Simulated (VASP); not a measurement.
# SbW2 (Fm-3m) in VASP: a series of runs, part 2 of 2

VASP 6.6.1. Earlier steps stand in the parts before.

**5. Relaxation of cell and atoms, PBE, target pressure 30 GPa, at which the enthalpy is minimised**

INCAR

```
SYSTEM = SbW2
ALGO     = Normal         ! electronic algorithm
EDIFF    = 1E-7           ! SCF threshold, eV
EDIFFG   = -0.02          ! ionic threshold
ENCUT    = 600            ! plane-wave cutoff, eV
GGA      = PE             ! functional
IBRION   = 2              ! ionic algorithm
ISIF     = 3              ! what is computed and relaxed
ISMEAR   = -1             ! smearing method
LASPH    = .TRUE.         ! aspherical terms in the spheres
LCHARG   = .FALSE.        ! write CHGCAR
LREAL    = .FALSE.        ! projectors in reciprocal space
LWAVE    = .FALSE.        ! write WAVECAR
NELM     = 60             ! most SCF steps
NSW      = 60             ! ionic steps
PREC     = Accurate       ! precision mode
PSTRESS  = 300          
SIGMA    = 0.05           ! smearing width, eV
```

KPOINTS

```
k-points
0
G
  7 7 7
  0 0 0
```

POSCAR

```
SbW2
1.0
    0.0000000000      3.1330100000      3.1330100000
    3.1330100000      0.0000000000      3.1330100000
    3.1330100000      3.1330100000      0.0000000000
Sb W
1 2
Direct
    0.5000000000      0.5000000000      0.5000000000
    0.2500000000      0.2500000000      0.2500000000
    0.7500000000      0.7500000000      0.7500000000
```

Potentials or basis: VASP PAW PBE potentials, release 64 (Sb, W_sv).

Command:

```sh
cat potpaw_PBE.64/Sb/POTCAR potpaw_PBE.64/W_sv/POTCAR > POTCAR
mpirun -np 1 vasp_std > vasp.out
```

OUTCAR:

```text
SYSTEM = SbW2
   EDIFF = 1E-7
   EDIFFG = -0.02
   ENCUT = 600
   GGA = PE
   IBRION = 2
   ISIF = 3
   ISMEAR = -1
   LASPH = .TRUE.
   LREAL = .FALSE.
   NELM = 60
   NSW = 60
   PREC = Accurate
   PSTRESS = 300

 ion  position               nearest neighbor table
   1  0.500  0.500  0.500-   2 2.71   2 2.71   2 2.71   3 2.71   3 2.71   3 2.71   3 2.71   2 2.71

   2  0.250  0.250  0.250-   1 2.71   1 2.71   1 2.71   1 2.71   3 3.13   3 3.13   3 3.13   3 3.13
                             3 3.13   3 3.13
   3  0.750  0.750  0.750-   1 2.71   1 2.71   1 2.71   1 2.71   2 3.13   2 3.13   2 3.13   2 3.13
                             2 3.13   2 3.13

  LATTYP: Found a face centered cubic cell.
 ALAT       =     6.2660200000

  Lattice vectors:

 A1 = (   0.0000000000,   3.1330100000,   3.1330100000)
 A2 = (   3.1330100000,   0.0000000000,   3.1330100000)
 A3 = (   3.1330100000,   3.1330100000,   0.0000000000)

Analysis of symmetry for initial positions (statically):
=====================================================================
 Subroutine PRICEL returns:
 Original cell was already a primitive cell.

 Routine SETGRP: Setting up the symmetry group for a
 face centered cubic supercell.

 Subroutine GETGRP returns: Found 48 space group operations
 (whereof 48 operations were pure point group operations)
 out of a pool of 48 trial point group operations.

The static configuration has the point symmetry O_h .

Analysis of symmetry for dynamics (positions and initial velocities):
=====================================================================
 Subroutine PRICEL returns:
 Original cell was already a primitive cell.

 Routine SETGRP: Setting up the symmetry group for a
 face centered cubic supercell.

 Subroutine GETGRP returns: Found 48 space group operations
 (whereof 48 operations were pure point group operations)
 out of a pool of 48 trial point group operations.

The dynamic configuration has the point symmetry O_h .

 Subroutine INISYM returns: Found 48 space group operations
 (whereof 48 operations are pure point group operations),
 and found     1 'primitive' translations

----------------------------------------------------------------------------------------

                                     Primitive cell

  volume of cell :      61.5057

  direct lattice vectors                    reciprocal lattice vectors
     0.000000000  3.133010000  3.133010000    -0.159590937  0.159590937  0.159590937
     3.133010000  0.000000000  3.133010000     0.159590937 -0.159590937  0.159590937
     3.133010000  3.133010000  0.000000000     0.159590937  0.159590937 -0.159590937

  length of vectors
     4.430745233  4.430745233  4.430745233     0.276419610  0.276419610  0.276419610

  position of ions in fractional coordinates (direct lattice)
     0.500000000  0.500000000  0.500000000
     0.250000000  0.250000000  0.250000000
     0.750000000  0.750000000  0.750000000

  ion indices of the primitive-cell ions
   primitive index   ion index
                 1           1
                 2           2
                 3           3

----------------------------------------------------------------------------------------

 KPOINTS: k-points

Automatic generation of k-mesh.
 Grid dimensions read from file:
 generate k-points for:    7    7    7

 Generating k-lattice:

  Cartesian coordinates                     Fractional coordinates (reciprocal lattice)
    -0.022798705  0.022798705  0.022798705     0.142857143  0.000000000  0.000000000
     0.022798705 -0.022798705  0.022798705     0.000000000  0.142857143  0.000000000
     0.022798705  0.022798705 -0.022798705     0.000000000  0.000000000  0.142857143

  Length of vectors
     0.039488516  0.039488516  0.039488516

  Shift w.r.t. Gamma in fractional coordinates (k-lattice)
     0.000000000  0.000000000  0.000000000

 Subroutine IBZKPT returns following result:
 ===========================================

 Found     20 irreducible k-points:

 Following reciprocal coordinates:
            Coordinates               Weight
  0.000000  0.000000  0.000000      1.000000
  0.142857  0.000000  0.000000      8.000000
  0.285714  0.000000  0.000000      8.000000
  0.428571  0.000000  0.000000      8.000000
  0.142857  0.142857  0.000000      6.000000
  0.285714  0.142857  0.000000     24.000000
[... 12 lines left out ...]
 -0.428571  0.428571  0.142857     24.000000
 -0.285714  0.428571  0.142857     24.000000
   k-points           NKPTS =     20   k-points in BZ     NKDIM =     20   number of bands    NBANDS=     20
   number of dos      NEDOS =    301   number of ions     NIONS =      3
   total plane-waves  NPLWV =  46656
   dimension x,y,z NGX =    36 NGY =   36 NGZ =   36
   dimension x,y,z NGXF=    72 NGYF=   72 NGZF=   72
   ions per type =               1   2
   NGX,Y,Z   is equivalent  to a cutoff of  13.51, 13.51, 13.51 a.u.
   NGXF,Y,Z  is equivalent  to a cutoff of  27.02, 27.02, 27.02 a.u.
 SYSTEM =  SbW2
   PREC   = accura    normal or accurate (medium, high low for compatibility)
   ISTART =      0    job   : 0-new  1-cont  2-samecut
   ICHARG =      2    charge: 1-file 2-atom 10-const
   ISPIN  =      1    spin polarized calculation?
   LNONCOLLINEAR =      F non collinear calculations
   LSORBIT =      F    spin-orbit coupling
   LASPH  =      T    aspherical Exc in radial PAW
   ENCUT  =  600.0 eV  44.10 Ry    6.64 a.u.   8.85  8.85  8.85*2*pi/ulx,y,z
   NELM   =     60;   NELMIN=  2; NELMDL= -5     # of ELM steps
   EDIFF  = 0.1E-06   stopping-criterion for ELM
   LREAL  =      F    real-space projection
   EDIFFG = -.2E-01   stopping-criterion for IOM
   NSW    =     60    number of steps for IOM
   IBRION =      2    ionic relax: 0-MD 1-quasi-New 2-CG
   NFREE  =      1    steps in history (QN), initial steepest desc. (CG)
   ISIF   =      3    stress and relaxation
   ISYM   =      2    0-nonsym 1-usesym 2-fastsym
   POTIM  = 0.5000    time-step for ionic-motion
   TEBEG  =    0.0;   TEEND  =   0.0 temperature during run
   PSTRESS=  300.0 pullay stress
   NELECT =      33.0000    total number of electrons
   NUPDOWN=      -1.0000    fix difference up-down
   EMIN   =  10.00;   EMAX   =-10.00  energy-range for DOS
   EFERMI =   0.00;   METHOD = LEGACY
   ISMEAR =    -1;   SIGMA  =   0.05  broadening in eV -4-tet -1-fermi 0-gaus
   EFERMI_NEDOS =   21; number of points for ismear=-14 and -15
   IALGO  =     38    algorithm
   IMIX   =      4    mixing-type and parameters
     AMIX     =   0.40;   BMIX     =  1.00
     AMIX_MAG =   1.60;   BMIX_MAG =  1.00
  volume/ion in A,a.u.               =      20.50       138.35
  Fermi-wavevector in a.u.,A,eV,Ry     =   1.330274  2.513853 24.077255  1.769628
  Thomas-Fermi vector in A             =   2.459373
   LORBIT       =      0    0 simple, 1 ext, 2 COOP (PROOUT), +10 PAW based schemes
   GGA     = PE    functional components
   LHFCALC =     F    Hartree Fock is set to
   AEXX    =    0.0000 exact exchange contribution
   IVDW    =     0    specifies the selected vdW correction
   LEPSILON=     F    determine dielectric tensor
   LRPA    =     F    only Hartree local field effects (RPA)
 conjugate gradient relaxation of ions
 non-spin polarized calculation
  energy-cutoff  :      600.00
  volume of cell :       61.51
 maximum number of plane-waves:      2085
   NGX = 17   NGY = 17   NGZ = 17

--------------------------------------- Ionic step        1  -------------------------------------------

 number of electron      33.0000001 magnetization

 Free energy of the ion-electron system (eV)
  ---------------------------------------------------
  ext. energy  EPLUGINS =         0.00000000
  ---------------------------------------------------
  free energy    TOTEN  =       -25.60028596 eV

  energy without entropy =      -25.56467094  energy(sigma->0) =      -25.58247845

 E-fermi :   9.3364     XC(G=0): -11.7491

 val. band max:        9.3176533683   @ k =  -0.4286   0.1429   0.0000
 cond. band min:       9.3447429492   @ k =   0.2857   0.2857   0.0000
 fundamental gap:      0.0270895809
 Fermi energy:         9.3363944171

 k-point     1 :       0.0000    0.0000    0.0000
  band No.  band energies     occupation
      1     -64.7359      2.00000
      2     -64.7058      2.00000
      3     -29.0373      2.00000
      4     -29.0373      2.00000
      5     -29.0373      2.00000
      6     -28.8502      2.00000
[... 12 lines left out ...]
     19      12.8511      0.00000
[... 589 lines left out ...]
  enthalpy is  TOTEN    =       -14.8478136096 eV   P V=       10.2278802170

--------------------------------------- Ionic step        5  -------------------------------------------

 number of electron      33.0000000 magnetization

 Free energy of the ion-electron system (eV)
  ---------------------------------------------------
  ext. energy  EPLUGINS =         0.00000000
  ---------------------------------------------------
  free energy    TOTEN  =       -24.97203472 eV

  energy without entropy =      -24.94302042  energy(sigma->0) =      -24.95752757

 E-fermi :  11.0556     XC(G=0): -12.4123

 val. band max:       11.0211059231   @ k =  -0.4286   0.1429   0.0000
 cond. band min:      11.0711400461   @ k =   0.2857   0.2857   0.0000
 fundamental gap:      0.0500341230
 Fermi energy:        11.0556429427

 k-point     1 :       0.0000    0.0000    0.0000
  band No.  band energies     occupation
      1     -62.7912      2.00000
      2     -62.7342      2.00000
      3     -27.2182      2.00000
      4     -27.2182      2.00000
      5     -27.2182      2.00000
      6     -26.9257      2.00000
[... 12 lines left out ...]
     19      15.3494      0.00000
[... 466 lines left out ...]
  FREE ENERGIE OF THE ION-ELECTRON SYSTEM (eV)
  ---------------------------------------------------
  free  energy   TOTEN  =       -24.9720347162 eV

  energy  without entropy=      -24.9430204240  energy(sigma->0) =      -24.95752757

  enthalpy is  TOTEN    =       -14.8533948580 eV   P V=       10.1186398581

 reached required accuracy - stopping structural energy minimisation
```

It took 66 s on 1 thread of Intel Xeon 6975P-C (Granite Rapids), shared host; peak memory 0.22 GiB.

Results:

- Free energy: -24.9720 eV
- Relaxed volume: 18.01 Å³/atom
- Relaxed cell: a = 4.244 Å, b = 4.244 Å, c = 4.244 Å, α = 60.00°, β = 60.00°, γ = 60.00°
- Space group after relaxing (to 0.05 Å): Fm-3m (No. 225)
- Energy change on relaxing (the enthalpy is what falls): +209.4 meV/atom
- Ionic steps: 5
- Pressure after relaxing: 30.0 GPa

Step by step:
| step | energy change (eV) | largest force (eV/Å) | pressure (GPa) | volume (Å³) |
| --- | --- | --- | --- | --- |
| 1 | 0.0000 | 0.0000 | 0.23 | 61.51 |
| 2 | 19.8330 | 0.0000 | 382.91 | 33.45 |
| 3 | 0.3918 | 0.0000 | 22.64 | 55.48 |
| 4 | 0.5246 | 0.0000 | 26.94 | 54.62 |
| 5 | 0.6283 | 0.0000 | 30.05 | 54.04 |

Final structure:
```cif
data_structure
_symmetry_space_group_name_H-M 'P 1'
_symmetry_Int_Tables_number 1
_cell_length_a 4.2437
_cell_length_b 4.2437
_cell_length_c 4.2437
_cell_angle_alpha 60.000
_cell_angle_beta 60.000
_cell_angle_gamma 60.000
_cell_volume 54.04
loop_
_atom_site_label
_atom_site_type_symbol
_atom_site_fract_x
_atom_site_fract_y
_atom_site_fract_z
_atom_site_occupancy
Sb1 Sb 0.50000 0.50000 0.50000 1
W1 W 0.25000 0.25000 0.25000 1
W2 W 0.75000 0.75000 0.75000 1
```

Levels at points of the mesh, in eV from the Fermi level:
```csv
k point,band 14,band 15,band 16,band 17,band 18,band 19,band 20
"(0.00, 0.00, 0.00)",-3.58,1.39,2.06,2.06,2.06,4.29,4.29
```

Caveat: the cell is relaxed towards a set pressure, so the enthalpy falls and the energy may rise; the bands computed are all filled at some k points, so no gap is given.

**6. The reference run**

An earlier run on the cell as given: functional PBE; potentials or basis VASP PAW PBE potentials, release 64 (Sb, W_sv); cutoff 520 eV; k mesh 7 × 7 × 7; occupations fermi-dirac, width 0.05 eV; no spin polarisation.

* Pressure: 0.2 GPa
* Band gap on the k mesh: none (metal or under the smearing width)

**7. Overview**

| task | cell | cutoff (eV) | target pressure | pressure (GPa) |
| --- | --- | --- | --- | --- |
| relaxation of cell and atoms | relaxed to 5 GPa | 600 | 5 GPa | 4.9 |
| relaxation of cell and atoms | relaxed to 10 GPa | 600 | 10 GPa | 9.9 |
| relaxation of cell and atoms | relaxed to 20 GPa | 600 | 20 GPa | 20.0 |
| relaxation of cell and atoms | relaxed to 30 GPa | 600 | 30 GPa | 30.0 |
| single point | as given | 520 | - | 0.2 |

Alike in all rows: level PBE; potentials or basis VASP PAW PBE potentials, release 64 (Sb, W_sv); no spin polarisation; k mesh 7 × 7 × 7; smearing fermi-dirac 0.05 eV.

Caveats: the cell is relaxed towards a set pressure, so the enthalpy falls and the energy may rise (some runs); the bands computed are all filled at some k points, so no gap is given (some runs).

Absolute energies hang on the potentials; compare differences alone.
